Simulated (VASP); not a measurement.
VASP input:

**KPOINTS**
```
k-points along high-symmetry lines
5
Line-mode
Reciprocal
  0.000000   0.000000   0.000000 ! GAMMA
 -0.000000   0.500000   0.000000 ! M

 -0.000000   0.500000   0.000000 ! M
 -0.333333   0.666667   0.000000 ! K

 -0.333333   0.666667   0.000000 ! K
  0.000000   0.000000   0.000000 ! GAMMA

  0.000000   0.000000   0.000000 ! GAMMA
  0.000000   0.000000   0.500000 ! A

  0.000000   0.000000   0.500000 ! A
 -0.000000   0.500000   0.500000 ! L

 -0.000000   0.500000   0.500000 ! L
 -0.333333   0.666667   0.500000 ! H

 -0.333333   0.666667   0.500000 ! H
  0.000000   0.000000   0.500000 ! A

 -0.000000   0.500000   0.500000 ! L
 -0.000000   0.500000   0.000000 ! M

 -0.333333   0.666667   0.500000 ! H
 -0.333333   0.666667   0.000000 ! K
```

### POSCAR
```
BN
1
    1.2520000000    -2.1685280000     0.0000000000
    1.2520000000     2.1685280000     0.0000000000
    0.0000000000     0.0000000000     6.6600000000
B N
2 2
Direct
  0.3333330000   0.6666670000   0.2500000000
  0.6666670000   0.3333330000   0.7500000000
  0.6666670000   0.3333330000   0.2500000000
  0.3333330000   0.6666670000   0.7500000000
```

### INCAR
```
SYSTEM = BN
PREC = Accurate
ENCUT = 520
EDIFF = 1E-6
NELM = 100
ALGO = Normal
LREAL = .FALSE.
LASPH = .TRUE.
ISMEAR = 0
SIGMA = 0.05
GGA = PE
LWAVE = .FALSE.
LCHARG = .FALSE.
ISIF = 2
```

POTCAR, in this order: B N (PBE.64 set). Program: vasp_std.

Output of the run:

### standard output
```
 POSCAR found type information on POSCAR B N
 POSCAR found :  2 types and       4 ions
 Reading from existing POTCAR
 Reading from existing POTCAR
 LDA part: xc-table for (Slater+PW92), standard interpolation
 POSCAR, INCAR and KPOINTS ok, starting setup
 WAVECAR not read
 entering main loop
       N       E                     dE             d eps       ncg     rms          rms(c)
DAV:   1     0.647338046066E+02    0.64734E+02   -0.82767E+03  1080   0.121E+03
DAV:   2    -0.325342823412E+02   -0.97268E+02   -0.87408E+02  1616   0.262E+02
DAV:   3    -0.370877122860E+02   -0.45534E+01   -0.45113E+01  1352   0.588E+01
DAV:   4    -0.371378036536E+02   -0.50091E-01   -0.50049E-01  1320   0.660E+00
DAV:   5    -0.371386502856E+02   -0.84663E-03   -0.84643E-03  1356   0.785E-01    0.121E+01
DAV:   6    -0.332993529699E+02    0.38393E+01   -0.10351E+01  1228   0.257E+01    0.536E+00
DAV:   7    -0.330038431478E+02    0.29551E+00   -0.73215E-01  1272   0.718E+00    0.334E+00
DAV:   8    -0.329336858539E+02    0.70157E-01   -0.29128E-01  1280   0.421E+00    0.462E-01
DAV:   9    -0.329295754025E+02    0.41105E-02   -0.14400E-02  1268   0.108E+00    0.178E-01
DAV:  10    -0.329306600429E+02   -0.10846E-02   -0.16125E-03  1200   0.342E-01    0.419E-02
DAV:  11    -0.329307862553E+02   -0.12621E-03   -0.22547E-04  1304   0.136E-01    0.259E-02
DAV:  12    -0.329307839118E+02    0.23435E-05   -0.48175E-05  1284   0.601E-02    0.390E-03
DAV:  13    -0.329307842766E+02   -0.36479E-06   -0.15329E-06   992   0.113E-02
   1 F= -.32930784E+02 E0= -.32930784E+02  d E =-.739662E-13
```

OUTCAR:
```
------------------------ aborting loop because EDIFF is reached ----------------------------------------
  FORCE on cell =-STRESS in cart. coord.  units (eV):
  Direction    XX          YY          ZZ          XY          YZ          ZX
  --------------------------------------------------------------------------------------
  Total        3.9603345      3.9603359      0.1268684      0.0000000     -0.0000000     -0.0000000
  in kB      175.4562592    175.4563221      5.6207010      0.0000000     -0.0000000     -0.0000000
  external PRESSURE =     118.8444274 kB  Pullay stress =       0.0000000 kB
  volume of cell :       36.16
      direct lattice vectors                 reciprocal lattice vectors
     1.252000000 -2.168528000  0.000000000     0.399361022 -0.230571152  0.000000000
     1.252000000  2.168528000  0.000000000     0.399361022  0.230571152  0.000000000
     0.000000000  0.000000000  6.660000000     0.000000000  0.000000000  0.150150150
  FREE ENERGIE OF THE ION-ELECTRON SYSTEM (eV)
  ---------------------------------------------------
  free  energy   TOTEN  =       -32.9307842766 eV

  energy  without entropy=      -32.9307842766  energy(sigma->0) =      -32.93078428
```
(Selected blocks of OUTCAR.)

Q: Read input and log: which fault does this run have?
A. a line-mode KPOINTS file was used for a self-consistent run
B. LEPSILON was set for a metal
C. molecular dynamics (IBRION = 0) was asked for without POTIM
D. NSW = 0, so the ions never move

A: A, a line-mode KPOINTS file was used for a self-consistent run. The run ends without an error. Against the sound run, the energy per atom (σ→0) rises by 0.556 eV/atom; the pressure increases by 8.49 GPa.

To mend it, correct KPOINTS.
KPOINTS:
```
Automatic mesh
0
Gamma
8 8 3
0 0 0
```
The mended run (PBE GGA, plane waves, VASP's PBE PAW potentials (set 64)) converges, and its OSZICAR ends with
```
   1 F= -.35154541E+02 E0= -.35154541E+02  d E =-.522342E-17
```

The compound is BN in the hex structure. The cell was not relaxed at this level.
